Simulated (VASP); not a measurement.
Method: PBEsol GGA, VASP's PBE PAW potentials (set 64) (plane waves; VASP).

VASP input:

### KPOINTS
```
Automatic mesh
0
Gamma
16 16 16
0 0 0
```

POSCAR:
```
Pt
1
    0.0000000000     1.9374423347     1.9374423347
    1.9374423347    -0.0000000000     1.9374423347
    1.9374423347     1.9374423347     0.0000000000
Pt
1
Direct
  0.0000000000   0.0000000000   0.0000000000
```

INCAR:
```
SYSTEM  =  Pt
PREC  =  Accurate; ENCUT  =  500; LREAL  =  F
LASPH  =  T
EDIFF  =  1E-6; NELM  =  100; ALGO  =  Normal
LMAXMIX  =  6
ISMEAR  =  1; SIGMA  =  0.1
GGA  =  PS
IBRION  =  2; NSW  =  40; ISIF  =  3
EDIFFG  =  -0.02; PSTRESS  =  100
LWAVE  =  F; LCHARG  =  F
```

POTCAR, in this order: Pt (PBE.64 set). Program: vasp_std.

What VASP printed:

OSZICAR:
```
       N       E                     dE             d eps       ncg     rms          rms(c)
DAV:   1     0.347321304404E+02    0.34732E+02   -0.54207E+03  2794   0.100E+03
DAV:   2    -0.695924167512E+01   -0.41691E+02   -0.39724E+02  2762   0.182E+02
DAV:   3    -0.739438881595E+01   -0.43515E+00   -0.41615E+00  3023   0.186E+01
DAV:   4    -0.739584356978E+01   -0.14548E-02   -0.14546E-02  2998   0.117E+00
DAV:   5    -0.739585234445E+01   -0.87747E-05   -0.87743E-05  2989   0.846E-02    0.148E+01
DAV:   6    -0.700387141773E+01    0.39198E+00   -0.96197E-01  2661   0.902E+00    0.760E+00
DAV:   7    -0.695241900613E+01    0.51452E-01   -0.19627E-01  2779   0.392E+00    0.260E+00
DAV:   8    -0.694787723849E+01    0.45418E-02   -0.74577E-03  2792   0.912E-01    0.591E-01
DAV:   9    -0.694766693218E+01    0.21031E-03   -0.14152E-04  2791   0.131E-01    0.237E-02
DAV:  10    -0.694767138288E+01   -0.44507E-05   -0.25728E-06  2997   0.122E-02    0.219E-03
DAV:  11    -0.694767161224E+01   -0.22936E-06   -0.78623E-08  1392   0.298E-03
   1 F= -.60398390E+01 E0= -.60396200E+01  d E =-.603984E+01
```

### OUTCAR
```
------------------------ aborting loop because EDIFF is reached ----------------------------------------
  FORCE on cell =-STRESS in cart. coord.  units (eV):
  Direction    XX          YY          ZZ          XY          YZ          ZX
  --------------------------------------------------------------------------------------
  Total        0.8979645      0.8979645      0.8979645      0.0000000      0.0000000     -0.0000000
  in kB       98.9130050     98.9130050     98.9130050      0.0000000      0.0000000     -0.0000000
  external PRESSURE =      -1.0869950 kB  Pullay stress =     100.0000000 kB
  volume of cell :       14.55
      direct lattice vectors                 reciprocal lattice vectors
     0.000000000  1.937442335  1.937442335    -0.258072197  0.258072197  0.258072197
     1.937442335  0.000000000  1.937442335     0.258072197 -0.258072197  0.258072197
     1.937442335  1.937442335  0.000000000     0.258072197  0.258072197 -0.258072197
 POSITION                                       TOTAL-FORCE (eV/Angst)
 -----------------------------------------------------------------------------------
      0.00000      0.00000      0.00000         0.000000      0.000000      0.000000
 -----------------------------------------------------------------------------------
    total drift:                               -0.000000     -0.000000     -0.000000
  FREE ENERGIE OF THE ION-ELECTRON SYSTEM (eV)
  ---------------------------------------------------
  free  energy   TOTEN  =        -6.9476716122 eV

  energy  without entropy=       -6.9470144440  energy(sigma->0) =       -6.94745256
  enthalpy is  TOTEN    =        -6.0398390232 eV   P V=        0.9078325891

 reached required accuracy - stopping structural energy minimisation
```
(Selected blocks of OUTCAR.)

The compound is Pt in the fcc structure. It was relaxed first under an external pressure of 10 GPa.
